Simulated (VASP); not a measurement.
Ta2N (space group P-3m1): computed properties

These are r2SCAN meta-GGA, VASP's PBE PAW potentials (set 64) (plane waves; VASP) values and carry that method's errors.

For Ta₂N, the space group comes out as P-3m1 (164), the cell is a = b = 3.073 Å, c = 4.911 Å, α = β = 90.00°, γ = 120.00° and the volume per atom is 13.39 Å^3/atom. The band gap (over mesh and band path) comes out as none (metal, semimetal or under 0.01 eV) and the density is 15.54 g/cm³.

```cif
data_NTa2
_chemical_formula_sum 'Ta2 N1'
_space_group_name_H-M_alt 'P 1'
_space_group_IT_number 1
_cell_length_a 3.07311
_cell_length_b 3.07311
_cell_length_c 4.91090
_cell_angle_alpha 90.000
_cell_angle_beta 90.000
_cell_angle_gamma 120.000
loop_
_space_group_symop_operation_xyz
  'x, y, z'
loop_
_atom_site_label
_atom_site_type_symbol
_atom_site_fract_x
_atom_site_fract_y
_atom_site_fract_z
_atom_site_occupancy
Ta1 Ta 0.66667 0.33333 0.74190 1
Ta2 Ta 0.33333 0.66667 0.25810 1
N1 N 0.00000 0.00000 0.00000 1
```

Unless said otherwise, spin-orbit coupling is left out, though it shifts the bands of the heavy elements here.

The structure comes from a computed database's Ta2N entry (P-3m1); how it stands against other phases isn't given here. It was relaxed first. Symmetry was kept, so distortions that lower it aren't found. The electron count is odd and the run is not spin-polarised, which forces a metal.
